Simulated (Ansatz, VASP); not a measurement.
# Cross-check of NaB between VASP and Ansatz

Aim: how closely do two programs agree when they are given the same cell, functional and k mesh? The cell is taken from a series of runs on this material, whose earlier steps may have relaxed, scaled, displaced or heated it; both programs get it as it stands.

Method: plane waves, with VASP 6.6.1 beside it; zone-centre phonons at PBEsol, in Ansatz 0.2.0.

**1. The structure**

Symmetry: Fm-3m, No. 225, cubic system. Conventional cell: a = 5.302 Å, b = 5.302 Å, c = 5.302 Å, α = 90.00°, β = 90.00°, γ = 90.00°. Nearest to Na lie 6 B at 2.65 Å. Nearest to B lie 6 Na at 2.65 Å. Farther neighbours are not listed.

Structure file:

```
Na B
1.0
     0.00000    2.65119    2.65119
     2.65119    0.00000    2.65119
     2.65119    2.65119    0.00000
Na B
1 1
Direct
  0.00000 0.00000 0.00000
  0.50000 0.50000 0.50000
```

**2. VASP: zone-centre phonons, PBEsol**

Second derivatives magnify differences that forces hide, and they need a tight electronic threshold.

Lines of VASP's logs that name or quote its potential files are left out, and so is its time.

INCAR

```
SYSTEM = NaB
PREC = Accurate
ENCUT = 500
EDIFF = 1E-08
NELM = 120
ISMEAR = 1
SIGMA = 0.2
LREAL = .FALSE.
ALGO = Normal
GGA = PS
NBANDS = 11
LORBIT = 11
LWAVE = .FALSE.
LCHARG = .FALSE.
ISIF = 2
IBRION = 8
LASPH = .TRUE.
GGA_COMPAT = .FALSE.
KPAR = 2
```

POSCAR

```
NaB
1.0
    0.0000000000      2.6511930787      2.6511930787
    2.6511930787      0.0000000000      2.6511930787
    2.6511930787      2.6511930787      0.0000000000
Na B
1 1
Direct
    0.0000000000      0.0000000000      0.0000000000
    0.5000000000      0.5000000000      0.5000000000
```

KPOINTS

```
Automatic mesh
0
Gamma
16 16 16
0 0 0
```

PAW data sets: Na_pv and B (PBE family, release 64).

Launch:

```bash
> mpirun -np 2 vasp_std
```

Numbers of over 12 decimals in the logs are rounded to 6 here.

Output:

```text
[banner, memory and clock lines left out]
running    2 mpi-ranks, on    1 nodes
 distrk:  each k-point on    1 cores,    2 groups
 distr:  one band on    1 cores,    1 groups

 POSCAR found type information on POSCAR NaB
 POSCAR found :  2 types and       2 ions
|                                                                             |
|               ----> ADVICE to this user running VASP <----                  |
|                                                                             |
|     You enforced a specific xc type in the INCAR file but a different       |
|     [... a line on the potential file left out ...]
|     I HOPE YOU KNOW WHAT YOU ARE DOING!                                     |
|                                                                             |

 LDA part: xc-table for (Slater+PW92), standard interpolation
 POSCAR, INCAR and KPOINTS ok, starting setup
 FFT: planning ... GRIDC
 FFT: planning ... GRID_SOFT
 FFT: planning ... GRID
 WAVECAR not read
 entering main loop
       N       E                     dE             d eps       ncg     rms          rms(c)
DAV:   1     0.423552429908E+02    0.42355E+02   -0.52974E+03  3207   0.868E+02
DAV:   2    -0.285950489763E+01   -0.45215E+02   -0.44233E+02  3406   0.200E+02
DAV:   3    -0.457243851351E+01   -0.17129E+01   -0.16950E+01  3870   0.390E+01
DAV:   4    -0.459220205546E+01   -0.19764E-01   -0.19743E-01  3551   0.409E+00
DAV:   5    -0.459240265763E+01   -0.20060E-03   -0.20060E-03  3714   0.440E-01    0.513E-01
DAV:   6    -0.458248477270E+01    0.99179E-02   -0.74696E-03  4488   0.128E+00    0.311E-01
DAV:   7    -0.457882873405E+01    0.36560E-02   -0.70784E-03  4682   0.102E+00    0.930E-02
DAV:   8    -0.457866490390E+01    0.16383E-03   -0.48799E-04  3478   0.342E-01    0.129E-02
DAV:   9    -0.457866065163E+01    0.42523E-05   -0.25645E-05  3895   0.786E-02    0.415E-03
DAV:  10    -0.457866076353E+01   -0.11189E-06   -0.49260E-07  3476   0.738E-03    0.208E-03
DAV:  11    -0.457866089008E+01   -0.12656E-06   -0.13603E-08  3502   0.121E-03    0.975E-05
DAV:  12    -0.457866088461E+01    0.54727E-08   -0.59747E-10  1886   0.331E-04
   1 F= -.45786609E+01 E0= -.45782650E+01  d E =-.118766E-02
 Linear response reoptimize wavefunctions to high precision
DAV:   1    -0.457866088400E+01    0.61561E-09   -0.18725E-10  2201   0.204E-04
DAV:   2    -0.457866088402E+01   -0.25352E-10   -0.20841E-11  1772   0.563E-05
 Linear response DOF=           2
 Linear response progress:
  Degree of freedom:   1/  2
       N       E                     dE             d eps       ncg     rms          rms(c)
RMM:   1    -0.157917502638E+00   -0.15792E+00   -0.29184E-01  8005   0.621E+00
RMM:   2    -0.161867222167E+00   -0.39497E-02   -0.18924E-02 12777   0.119E+00    0.207E-02
RMM:   3    -0.162011137925E+00   -0.14392E-03   -0.62812E-04 14795   0.214E-01    0.905E-03
RMM:   4    -0.162023698751E+00   -0.12561E-04   -0.35961E-05 15318   0.551E-02    0.230E-03
RMM:   5    -0.162025598284E+00   -0.18995E-05   -0.25780E-06 15973   0.155E-02    0.913E-04
RMM:   6    -0.162024108592E+00    0.14897E-05   -0.42689E-07 15327   0.513E-03    0.288E-04
RMM:   7    -0.162023442392E+00    0.66620E-06   -0.91747E-08 15718   0.148E-03    0.128E-04
RMM:   8    -0.162022758998E+00    0.68339E-06   -0.26268E-08 16267   0.617E-04    0.118E-05
RMM:   9    -0.162022872218E+00   -0.11322E-06    0.63773E-08 16577   0.268E-04    0.579E-06
RMM:  10    -0.162022966367E+00   -0.94150E-07    0.38289E-08 16316   0.163E-04    0.241E-06
RMM:  11    -0.162022942616E+00    0.23751E-07    0.26027E-08 16966   0.117E-04    0.847E-07
RMM:  12    -0.162022943772E+00   -0.11559E-08    0.11890E-08 13211   0.927E-05    0.406E-07
 first order change of Fermi-energy   0.30468E-04
 force on displaced ion       1 direction 1 :  -2.519   0.000   0.000
 Linear response progress:
  Degree of freedom:   2/  2
       N       E                     dE             d eps       ncg     rms          rms(c)
RMM:   1    -0.303790222133E-01   -0.30379E-01   -0.13163E-02 14582   0.781E-01
RMM:   2    -0.286177845974E-01    0.17612E-02   -0.69150E-04 13797   0.152E-01    0.207E-02
RMM:   3    -0.287545262489E-01   -0.13674E-03   -0.21474E-05 14549   0.274E-02    0.906E-03
RMM:   4    -0.288620683326E-01   -0.10754E-03   -0.33621E-06 13681   0.125E-02    0.288E-03
RMM:   5    -0.288687709895E-01   -0.67027E-05   -0.42227E-07 14452   0.520E-03    0.274E-04
RMM:   6    -0.288664272737E-01    0.23437E-05   -0.16940E-08 14647   0.851E-04    0.900E-05
RMM:   7    -0.288668218600E-01   -0.39459E-06   -0.94103E-10 15046   0.232E-04    0.179E-05
RMM:   8    -0.288668661615E-01   -0.44301E-07   -0.17612E-10 15070   0.528E-05    0.572E-06
RMM:   9    -0.288668510424E-01    0.15119E-07    0.23667E-10 15500   0.199E-05    0.161E-06
RMM:  10    -0.288668496790E-01    0.13633E-08    0.90695E-10 13813   0.787E-06    0.457E-07
 first order change of Fermi-energy  -0.48243E-03
 force on displaced ion       2 direction 1 :  -2.561   0.000   0.000
 Linear response finished
```

Parts of OUTCAR (step 2):

```text
ion  position               nearest neighbor table
   1  0.000  0.000  0.000-
   2  0.500  0.500  0.500-

  LATTYP: Found a face centered cubic cell.
 ALAT       =     5.3023861574

 Subroutine GETGRP returns: Found 48 space group operations
 (whereof 48 operations were pure point group operations)

The static configuration has the point symmetry O_h .

 Found    145 irreducible k-points:

   k-points           NKPTS =    145   k-points in BZ     NKDIM =    145   number of bands    NBANDS=     11

   dimension x,y,z NGX =    28 NGY =   28 NGZ =   28
   dimension x,y,z NGXF=    56 NGYF=   56 NGZF=   56

   ENCUT  =  500.0 eV  36.75 Ry    6.06 a.u.   6.84  6.84  6.84*2*pi/ulx,y,z

   NELECT =      10.0000    total number of electrons

 k-points in reciprocal lattice and weights: Automatic mesh
   0.00000000  0.00000000  0.00000000       0.000
   0.06250000  0.00000000  0.00000000       0.002
   0.12500000  0.00000000  0.00000000       0.002
   0.18750000  0.00000000  0.00000000       0.002
   0.25000000  0.00000000  0.00000000       0.002
   0.31250000  0.00000000  0.00000000       0.002
   0.37500000  0.00000000  0.00000000       0.002
   0.43750000  0.00000000  0.00000000       0.002
   0.50000000  0.00000000  0.00000000       0.001
[...]
-0.31250000  0.50000000  0.18750000       0.003
  -0.25000000  0.50000000  0.25000000       0.001

 average (electrostatic) potential at core
       1 -47.6331       2 -33.2112

  Total        0.0135851      0.0135851      0.0135851      0.0000000      0.0000000     -0.0000000
  in kB        0.5840078      0.5840078      0.5840078      0.0000000      0.0000000     -0.0000000
  external PRESSURE =       0.5840078 kB  Pullay stress =       0.0000000 kB

  energy-cutoff  :      500.00
  volume of cell :       37.27
      direct lattice vectors                 reciprocal lattice vectors
     0.000000000  2.651193079  2.651193079    -0.188594337  0.188594337  0.188594337
     2.651193079  0.000000000  2.651193079     0.188594337 -0.188594337  0.188594337
     2.651193079  2.651193079  0.000000000     0.188594337  0.188594337 -0.188594337

 POSITION                                       TOTAL-FORCE (eV/Angst)
 -----------------------------------------------------------------------------------
      0.00000      0.00000      0.00000         0.000000     -0.000000      0.000000
      2.65119      2.65119      2.65119        -0.000000      0.000000      0.000000
 -----------------------------------------------------------------------------------
    total drift:                               -0.000000      0.000000      0.000000

 Eigenvectors and eigenvalues of the dynamical matrix
 ----------------------------------------------------

   1 f  =    9.201901 THz    57.817246 2PiTHz  306.942362 cm-1    38.055986 meV
             X         Y         Z           dx          dy          dz
      0.000000  0.000000  0.000000    -0.562344   -0.000000   -0.000000
      2.651193  2.651193  2.651193     0.826903    0.000000   -0.000000

   2 f  =    9.201901 THz    57.817246 2PiTHz  306.942362 cm-1    38.055986 meV
             X         Y         Z           dx          dy          dz
      0.000000  0.000000  0.000000     0.000000    0.196067   -0.527057
      2.651193  2.651193  2.651193     0.000000   -0.288308    0.775014

   3 f  =    9.201901 THz    57.817246 2PiTHz  306.942362 cm-1    38.055986 meV
             X         Y         Z           dx          dy          dz
      0.000000  0.000000  0.000000     0.000000    0.527057    0.196067
      2.651193  2.651193  2.651193     0.000000   -0.775014   -0.288308

   4 f/i=    0.035678 THz     0.224174 2PiTHz    1.190102 cm-1     0.147554 meV
             X         Y         Z           dx          dy          dz
      0.000000  0.000000  0.000000     0.000000    0.249323    0.788420
      2.651193  2.651193  2.651193     0.000000    0.169555    0.536174

   5 f/i=    0.035678 THz     0.224174 2PiTHz    1.190102 cm-1     0.147554 meV
             X         Y         Z           dx          dy          dz
      0.000000  0.000000  0.000000     0.032226    0.787821   -0.249134
      2.651193  2.651193  2.651193     0.021916    0.535766   -0.169426

   6 f/i=    0.035678 THz     0.224174 2PiTHz    1.190102 cm-1     0.147554 meV
             X         Y         Z           dx          dy          dz
      0.000000  0.000000  0.000000     0.826275   -0.030727    0.009717
      2.651193  2.651193  2.651193     0.561917   -0.020896    0.006608

 ELASTIC MODULI CONTR FROM IONIC RELAXATION (kBar)
 Direction    XX          YY          ZZ          XY          YZ          ZX
 --------------------------------------------------------------------------------
 XX           0.0000      0.0000      0.0000      0.0000      0.0000      0.0000
 YY           0.0000      0.0000      0.0000      0.0000      0.0000      0.0000
 ZZ           0.0000      0.0000      0.0000      0.0000      0.0000      0.0000
 XY           0.0000      0.0000      0.0000      0.0000      0.0000      0.0000
 YZ           0.0000      0.0000      0.0000      0.0000      0.0000      0.0000
 ZX           0.0000      0.0000      0.0000      0.0000      0.0000      0.0000
 --------------------------------------------------------------------------------
```

**3. Ansatz: zone-centre phonons, PBEsol**

Ansatz runs on its PAW soft_1 files.

The same cell, functional, mesh and smearing now go to Ansatz, which takes its cutoff from its data sets.

input.yaml

```yaml
crystal:
  lattice:
    - [0.0, 2.6511930787, 2.6511930787]
    - [2.6511930787, 0.0, 2.6511930787]
    - [2.6511930787, 2.6511930787, 0.0]
  atoms:
    - { symbol: Na, position: [0.0, 0.0, 0.0] }
    - { symbol: B, position: [0.5, 0.5, 0.5] }
kpoints:
  mp_grid: { grid: [16, 16, 16] }
hamiltonian:
  xc: pbesol
  pseudopotentials: { kind: paw, azcp: { folder: soft_1 }, xc_functional: pbe }
scf:
  occupations: { method: methfessel_paxton, width: 0.2 }
output:
  eigenvalues: true
phonons:
  method: dfpt
```

Launch:

```bash
> ansatz run input.yaml --threads 4 --pin off --max-ram 10240MiB --backend cpu --events-out ev --progress --plain --runs-dir out
```

Output:

```text
Engine: ansatz 0.2.0, aarch64-unknown-linux-gnu
Pseudopotentials: kind: paw
Pseudopotential: Na, paw, valence charge 9, recommended cutoff 420 eV (normal), soft_1/Na.paw.azcp
Pseudopotential: B, paw, valence charge 3, recommended cutoff 420 eV (normal), soft_1/B.paw.azcp
Functional definition: PBEsol
  exchange = pbesol_x
  correlation = pbesol_c
Crystal: 2 atoms, lattice volume = 37.270 Å³
Basis set: ecut = 420 eV, 725 PW (Γ), exchange–correlation on 54×54×54 points (8 copies of the dense FFT grid, shifted against one another)
Bands: 10, of which v1, the nominal top of the filled ones, is band 6 counted from 1 (5 counted from 0)
Symmetry: 48 space group operations
k-points: 349 of 4096 (irreducible under 8 space group operations, time reversal used)
Non-local potential: Na, projectors of the file, l = 0: 3, l = 1: 2, l = 2: 1
Non-local potential: B, projectors of the file, l = 0: 2, l = 1: 2, l = 2: 1
PAW form: soft (Blöchl's): semilocal exchange-correlation on the pseudo side does not see the compensation charge
PAW frozen core: Na, regenerated for the run's functional, and the local potential with it (the file was generated under x = pbe(κ = 0.804, μ = 0.219515), c = pbe(β = 0.066725))
PAW frozen core: B, regenerated for the run's functional, and the local potential with it (the file was generated under x = pbe(κ = 0.804, μ = 0.219515), c = pbe(β = 0.066725))
PAW one-centre angular grid: Na, 110 points (default); XC on 64 Gauss nodes
PAW one-centre angular grid: B, 110 points (default); XC on 64 Gauss nodes
Initial density: superposition of atomic densities (chi_scale 0.1, normalization cell, long waves kept (reshape's long-wave potential 0.00 eV rms))
Initial wavefunctions: pseudopotential atomic-orbital guess
Functional: x = pbesol(κ = 0.804, μ = 0.123457), c = pbesol(β = 0.046)
SCF iter   1: F=—  HF=-1624.707555 eV  |F-HF|=—  |Δ(HF+E_count)|=         —  Δρ=1.71e-2  dr2=8.18e-2  ethr=3.10e-3  ⟨swp⟩=5.3  Hψ=19215  notcnv=0
preconditioner: auto → none  [metal: Δε(μ)=0.064 eV  Ē_g=7.985 eV  σ=0.200 eV  W_gap=0.26  n_scr=8 (ndim 8)  ℏωp=12.2 eV  f_vac=0.000  D(μ)=1.13/eV (n_scr^D=8)  sad-step TF]
SCF iter   2: F=—  HF=-1624.684138 eV  |F-HF|=—  |Δ(HF+E_count)|=   2.34e-2  S|Δr|=    0.00e0  Δρ=7.24e-3  dr2=2.02e-2  ethr=6.82e-4  ⟨swp⟩=2.0  Hψ=7337  notcnv=0
SCF iter   3: F=—  HF=-1624.677397 eV  |F-HF|=—  |Δ(HF+E_count)|=   6.74e-3  S|Δr|=    0.00e0  Δρ=1.19e-3  dr2=4.22e-4  ethr=1.68e-4  ⟨swp⟩=2.9  Hψ=5467  notcnv=0
SCF iter   4: F=—  HF=-1624.677393 eV  |F-HF|=—  |Δ(HF+E_count)|=   3.36e-6  S|Δr|=    0.00e0  Δρ=3.48e-4  dr2=1.64e-5  ethr=3.51e-6  ⟨swp⟩=2.0  Hψ=4303  notcnv=0
SCF iter   5: F=—  HF=-1624.677406 eV  |F-HF|=—  |Δ(HF+E_count)|=   1.26e-5  S|Δr|=    0.00e0  Δρ=2.51e-5  dr2=1.55e-7  ethr=1.36e-7  ⟨swp⟩=2.0  Hψ=5571  notcnv=0
SCF iter   6: F=—  HF=-1624.677407 eV  |F-HF|=—  |Δ(HF+E_count)|=   4.43e-7  S|Δr|=    0.00e0  Δρ=2.32e-6  dr2=3.16e-9  ethr=1.29e-9  ⟨swp⟩=2.8  Hψ=5237  notcnv=0  defer=4
SCF iter   7: F=—  HF=-1624.677407 eV  |F-HF|=—  |Δ(HF+E_count)|=  9.07e-10  S|Δr|=    0.00e0  Δρ=1.81e-7  dr2=1.85e-11  ethr=2.63e-11  ⟨swp⟩=1.9  Hψ=4110  notcnv=0  defer=4
SCF iter   8: F=-1624.677407 eV  HF=-1624.677407 eV  |F-HF|=2.27e-13  |Δ(HF+E_count)|=  1.59e-12  S|Δr|=    0.00e0  Δρ=1.63e-8  dr2=5.55e-14  ethr=1.00e-12  ⟨swp⟩=6.7  Hψ=16650  notcnv=0
SCF 1 converged in 8 iterations: F = -1624.677407 eV  dr2 = 5.55e-14
  greatest PAW one-centre occupation: 0.999 electrons in one spin orbital (limit 2), on the Na atom at site 0 (counted from 0), in its partial waves of l = 0
DFPT response loops at Γ: preconditioner auto → Kerker (q_TF=auto, 2.259 Å⁻¹) (partly filled bands, converged f_vac=0.000); β = 1.00, the filter's whole step (`scf.mixing.beta` (0.50) is not read by the response loops under this deck's `scf.mixing.preconditioner`; to damp them name `kerker` or `kerker_dos`, under which they read `scf.mixing.beta`, and type it under 1.00, their step now; both keys bind the ground state too); Broyden in place of MSR1
SCF converged after 8 iterations
Stability not checked: this state was not tested for a lower state beside it, because cold or Methfessel-Paxton smearing, or corrected tetrahedra, fill the levels in a way that the test cannot read (fill_not_monotonic; see scf.lower_state_search)
Free energy (F): -1624.677407 eV
Harris-Foulkes:  -1624.677407 eV  (|F-HF|=2.27e-13)
Internal energy: -1624.676225 eV  (E = F + TS)
E sigma→0 (E₀):  -1624.677111 eV
Entropy (-TS):   -0.001182 eV (-0.591 meV/atom)
Fermi energy:    2.816736 eV
--- Per-component energies (eV) ---
  E_band       = -217.568184
  E_kinetic    = 148.880713
  E_local      = -1526.456777  (includes V_loc(G=0)·N_el)
  E_nonlocal   = 291.696885
  E_hartree    = 523.765948
  E_xc         = -64.149663
  E_vxc        = -79.273811  (∫ρ·V_xc dr)
  E_paw        = -358.281323  (= ΣΔE_a)
  E_vpaw       = -99.947112  (= ΣTr[D̂ρ^β])
  E_aug_tail   = 0.000016  (compensation charges beyond the density's cutoff)
  E_ewald      = -640.201429
  E_core_change = 0.069405  (= ΣΔE_core)
  E_smearing   = -0.001182  (= −TS)
  E_closure    = -0.000000  (closes the sum)
  Σ components = -1624.677407   (vs F -1624.677407, Δ=0.00e0)
--- Band table (eV; the first three rows and the last of 349) ---
  k-point 0: bands = ["-47.9449", "-20.0322", "-20.0322", "-20.0322", "-4.4476", "5.3080", "5.3080", "5.3080", "10.6094", "13.0965"]
  k-point 1: bands = ["-47.9449", "-20.0341", "-20.0324", "-20.0324", "-4.3980", "5.1158", "5.2784", "5.2784", "10.7225", "12.7582"]
  k-point 2: bands = ["-47.9446", "-20.0395", "-20.0329", "-20.0329", "-4.2510", "4.6006", "5.1967", "5.1967", "10.9345", "12.3001"]
  k-point 348: bands = ["-47.9420", "-20.0623", "-20.0623", "-20.0496", "-1.7720", "2.2332", "2.2332", "3.3064", "11.6109", "12.0808"]
--- Phonons (Γ-DFPT): 2 representative perturbations + reference, on 349 of 4096 k-points (Σ response iterations 6) ---
  k mesh reduced under 8 symmetry operations, with k and −k counted as one. Each operation leaves every solved perturbation unchanged. A smaller set is not used because it would not reduce the number of displacements times k-points to solve
  ASR residual: 1.840e-5 → 0.000e0 eV/Å²; symmetrization residual: 2.455e-7 eV/Å²
  ASR residual per site (eV/Å²): 1.84e-5 1.09e-6
  Γ frequencies (cm⁻¹): 0.00 0.00 0.00 306.48 306.48 306.48
  non-analytic LO–TO correction: not included (Born effective charges unavailable; polar crystals: no LO–TO splitting at Γ)
```

**4. Differences**

Known differences besides the potentials themselves: the data sets hold 12 valence electrons in Ansatz (on its PAW soft_1 files) and 10 in VASP; the cutoff is 420 eV in Ansatz and 500 eV in VASP; Ansatz makes its cores anew for this functional, VASP keeps those of its PBE data sets. Total energies have different zeros and are not compared.

Compared:

```csv
quantity,Ansatz,VASP,difference
optical mode 1 to 3 (cm⁻¹),306.5,306.9,-0.15 %
```

Modes are paired by rising frequency, not by their patterns, so a pair may set unlike modes beside each other; they are those without the splitting of longitudinal modes.

**5. Summary of results**

* r.m.s. difference of the optical zone-centre modes, each program's sorted by frequency (zone-centre phonons, PBEsol): 0.46 cm⁻¹

**Reading.** The r.m.s. difference of the optical zone-centre modes, each program's sorted by frequency is 0.46 cm⁻¹ (zone-centre phonons, PBEsol). The data sets hold unlike numbers of valence electrons (12 in Ansatz and 10 in VASP), so part of the differences comes from the potentials. Such differences can come from data sets, numerical settings and the points named under the comparisons, not from the functional's error against experiment.

[Lines on the potential files, build, host, timing and source positions are cut from VASP's logs without a mark.]

[Logs are printed without paths, hosts, clocks, repeated set-up lines and the standing remarks that a program may print on its own settings, such as how far it seeks lower states.]

[Hosts, paths, dates, database ids (printed as entryN), source tags and the programs' standing remarks are cut or masked in the printed files.]
